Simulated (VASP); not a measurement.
Here is the system:

```yaml
crystal:
  lattice:
    - [-1.71321, 1.71321, 1.71321]
    - [1.71321, -1.71321, 1.71321]
    - [1.71321, 1.71321, -1.71321]
  atoms:
    - { symbol: Li, position: [0.00000, 0.00000, 0.00000] }
```

These are SCAN meta-GGA, VASP's PBE PAW potentials (set 64) (plane waves; VASP 6.6.1) values and carry that method's errors. Numerical set-up: 520 eV cut-off, 17×17×17 Γ-centred mesh, tetrahedra with Blöchl corrections, potentials Li_sv.

Problem. What does the run give for the energy per atom (σ→0), band gap (over mesh and band path) with the smallest direct gap where there is one?

Solution. 
- band gap (over mesh and band path): none (metal, semimetal or under 0.01 eV)
- energy per atom (σ→0): -2.377 eV/atom

Only differences to runs with the same potentials and settings are physical.

The compound is Li in the bcc structure. It was relaxed first, which changed the volume by -5 %.
